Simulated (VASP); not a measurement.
A convergence study with VASP on MoS₂ (space group R3m): one setting is varied, all else stays as given below, so the limit is that of these other settings.

```yaml
crystal:
  lattice:
    - [1.59215, 0.91923, 6.48210]
    - [-1.59215, 0.91923, 6.48210]
    - [0.00000, -1.83846, 6.48210]
  atoms:
    - { symbol: Mo, position: [0.99978, 0.99978, 0.99978] }
    - { symbol: S, position: [0.41294, 0.41294, 0.41294] }
    - { symbol: S, position: [0.25330, 0.25330, 0.25330] }
```

Method: PBE GGA, VASP's PBE PAW potentials (set 64) (plane waves; VASP). The tightest run used: 550 eV cut-off, 13×13×13 Monkhorst-Pack mesh, Gaussian smearing of 0.050 eV, potentials Mo_sv S.

Question: The settings run are 1×1×1 mesh; 2×2×2 mesh; 3×3×3 mesh; 4×4×4 mesh; 5×5×5 mesh; 6×6×6 mesh; 7×7×7 mesh; 8×8×8 mesh; 9×9×9 mesh; 10×10×10 mesh; 11×11×11 mesh; 12×12×12 mesh; 13×13×13 mesh. From which on does the stress (every component) stay within 0.1 GPa of the tightest run?

Answer: From 5×5×5 mesh on: it is off by 0.02 there and by no more than 0.1 in any finer run, while 4×4×4 mesh is off by 0.44.
```
setting        E (eV/atom)  pressure (GPa)  largest force (eV/Å)  irreducible k-points  difference judged (GPa)
-------------  -----------  --------------  --------------------  --------------------  -----------------------
1×1×1 mesh         -4.5816           14.86                 3.532                     1                    26.70
2×2×2 mesh         -7.0012            3.43                 0.603                     2                     5.68
3×3×3 mesh         -7.2867            1.01                 0.034                     6                     0.94
4×4×4 mesh         -7.2984            0.87                 0.119                    10                     0.44
5×5×5 mesh         -7.2799            1.24                 0.151                    19                     0.02
6×6×6 mesh         -7.2798            1.23                 0.151                    28                     0.03
7×7×7 mesh         -7.2802            1.23                 0.145                    44                     0.01
8×8×8 mesh         -7.2800            1.23                 0.146                    60                     0.00
9×9×9 mesh         -7.2801            1.23                 0.146                    85                     0.00
10×10×10 mesh      -7.2801            1.23                 0.146                   110                     0.00
11×11×11 mesh      -7.2801            1.23                 0.146                   146                     0.00
12×12×12 mesh      -7.2801            1.23                 0.146                   182                     0.00
13×13×13 mesh      -7.2801            1.23                 0.146                   231                     0.00
```

Left out are rungs that failed or repeat a setting and relaxations that didn't move; long series are thinned to 24 rows.

The structure comes from a computed database's MoS2 entry (R3m); how it stands against other phases isn't given here. The cell was not relaxed at this level, forces remain on its atoms.
